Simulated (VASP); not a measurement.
Data:

```
Gd
1.0
    1.81500    -3.14367     0.00000
    1.81500     3.14367     0.00000
    0.00000     0.00000     5.78000
Gd
2
Direct
  0.33333   0.66667   0.25000
  0.66667   0.33333   0.75000
```

Computed with vdW-DF-cx, VASP's PBE PAW potentials (set 64) (plane waves; VASP). Settings: 520 eV cut-off, 10×10×6 Γ-centred mesh, first-order Methfessel-Paxton smearing of 0.10 eV, potentials Gd_3.

The 4f electrons are frozen in the core of the lanthanide potential, so 4f levels, which can set the real gap, and their magnetism are missing. Energy and stress use the plane-wave basis of the starting cell.

Q: The ions, cell shape and volume are relaxed. Which structure does the run end with?

A: 
```
Gd
1.0
    1.78668    -3.09462     0.00000
    1.78668     3.09462     0.00000
    0.00000     0.00000     5.62164
Gd
2
Direct
  0.33333   0.66667   0.25000
  0.66667   0.33333   0.75000
```
Space group P6_3/mmc (194), at a tolerance of 0.03 Å.

Q: How do energy and volume change from the first to the last step?

A: The energy (σ→0) changes by -15.2 meV/atom and the volume by -5.8 %, in 6 ionic steps.

```tsv
step	E(σ→0) (eV)	max force (eV/Å)	pressure (GPa)	volume (Å³)
1	-4.4739	0.000	-2.32	65.96
2	-4.5036	0.000	0.38	61.51
3	-4.5043	0.000	0.02	62.04
4	-4.5043	0.000	-0.04	62.12
5	-4.5043	0.000	-0.04	62.13
6	-4.5044	0.000	-0.04	62.17
```

The compound is Gd in the hcp structure. This run relaxes it. Symmetry was kept, so distortions that lower it aren't found.
